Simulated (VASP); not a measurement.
Method: PBE GGA, VASP's PBE PAW potentials (set 64) (plane waves; VASP).

A VASP calculation is set up with these files.

### POSCAR
```
CoSi
1
    4.3831200000     0.0000000000     0.0000000000
    0.0000000000     4.3831200000     0.0000000000
    0.0000000000     0.0000000000     4.3831200000
Co Si
4 4
Direct
  0.8541000000   0.6459000000   0.3541000000
  0.6459000000   0.3541000000   0.8541000000
  0.3541000000   0.8541000000   0.6459000000
  0.1459000000   0.1459000000   0.1459000000
  0.1565400000   0.3434600000   0.6565400000
  0.3434600000   0.6565400000   0.1565400000
  0.6565400000   0.1565400000   0.3434600000
  0.8434600000   0.8434600000   0.8434600000
```

### INCAR
```
SYSTEM = CoSi
PREC = Accurate; ENCUT = 300; LREAL = .False.
LASPH = .True.
EDIFF = 1E-6; NELM = 100; ALGO = Normal
LMAXMIX = 4
ISMEAR = 0; SIGMA = 0.272
GGA = PE
ISIF = 2
LWAVE = .False.; LCHARG = .False.
```

File KPOINTS:
```
Automatic
0
Gamma
  5 5 5
0 0 0
```

POTCAR, in this order: Co Si (PBE.64 set). Program: vasp_std.

The resulting files:

**OSZICAR**
```
       N       E                     dE             d eps       ncg     rms          rms(c)
DAV:   1     0.265166912220E+03    0.26517E+03   -0.15513E+04   682   0.123E+03
DAV:   2    -0.373788947941E+02   -0.30255E+03   -0.29454E+03   682   0.331E+02
DAV:   3    -0.597534337201E+02   -0.22375E+02   -0.21890E+02   864   0.102E+02
DAV:   4    -0.605385992023E+02   -0.78517E+00   -0.78246E+00   862   0.196E+01
DAV:   5    -0.605679964931E+02   -0.29397E-01   -0.29392E-01   879   0.323E+00    0.281E+01
DAV:   6    -0.658286173275E+02   -0.52606E+01   -0.17605E+02   967   0.143E+02    0.258E+01
DAV:   7    -0.546683092691E+02    0.11160E+02   -0.66738E+01   942   0.101E+02    0.821E+00
DAV:   8    -0.547983343981E+02   -0.13003E+00   -0.38584E+00   761   0.113E+01    0.292E+00
DAV:   9    -0.547061573545E+02    0.92177E-01   -0.31768E-01  1061   0.616E+00    0.114E+00
DAV:  10    -0.546998825597E+02    0.62748E-02   -0.23112E-02  1065   0.106E+00    0.231E-01
DAV:  11    -0.546994265730E+02    0.45599E-03   -0.18425E-03  1014   0.374E-01    0.983E-02
DAV:  12    -0.546993742977E+02    0.52275E-04   -0.18288E-04   936   0.133E-01    0.253E-02
DAV:  13    -0.546993709927E+02    0.33050E-05   -0.41768E-05  1085   0.409E-02    0.297E-02
DAV:  14    -0.546993701060E+02    0.88675E-06   -0.14584E-05   824   0.218E-02    0.108E-02
DAV:  15    -0.546993697998E+02    0.30618E-06   -0.13261E-06   495   0.100E-02
   1 F= -.54699370E+02 E0= -.54661429E+02  d E =-.758816E-01
```

**OUTCAR**
```
------------------------ aborting loop because EDIFF is reached ----------------------------------------
  FORCE on cell =-STRESS in cart. coord.  units (eV):
  Direction    XX          YY          ZZ          XY          YZ          ZX
  --------------------------------------------------------------------------------------
  Total        3.9315769      3.9315769      3.9315769     -0.0000000      0.0000000      0.0000000
  in kB       74.8044230     74.8044230     74.8044230     -0.0000000      0.0000000      0.0000000
  external PRESSURE =      74.8044230 kB  Pullay stress =       0.0000000 kB
  volume of cell :       84.21
      direct lattice vectors                 reciprocal lattice vectors
     4.383120000  0.000000000  0.000000000     0.228147986  0.000000000  0.000000000
     0.000000000  4.383120000  0.000000000     0.000000000  0.228147986  0.000000000
     0.000000000  0.000000000  4.383120000     0.000000000  0.000000000  0.228147986
 POSITION                                       TOTAL-FORCE (eV/Angst)
 -----------------------------------------------------------------------------------
      3.74362      2.83106      1.55206        -0.004657      0.004657     -0.004657
      2.83106      1.55206      3.74362         0.004657     -0.004657     -0.004657
      1.55206      3.74362      2.83106        -0.004657     -0.004657      0.004657
      0.63950      0.63950      0.63950         0.004657      0.004657      0.004657
      0.68613      1.50543      2.87769        -0.006757      0.006757     -0.006757
      1.50543      2.87769      0.68613         0.006757     -0.006757     -0.006757
      2.87769      0.68613      1.50543        -0.006757     -0.006757      0.006757
      3.69699      3.69699      3.69699         0.006757      0.006757      0.006757
 -----------------------------------------------------------------------------------
    total drift:                                0.000001      0.000001      0.000000
  FREE ENERGIE OF THE ION-ELECTRON SYSTEM (eV)
  ---------------------------------------------------
  free  energy   TOTEN  =       -54.6993697998 eV

  energy  without entropy=      -54.6234881535  energy(sigma->0) =      -54.66142898
```
(Selected blocks of OUTCAR.)

At this cut-off the stress carries a Pulay error, which pulls relaxed volumes low.

The structure comes from a computed database's CoSi entry (P2_13); how it stands against other phases isn't given here. The cell was not relaxed at this level. The run is not spin-polarised, so no magnetic state was tried.
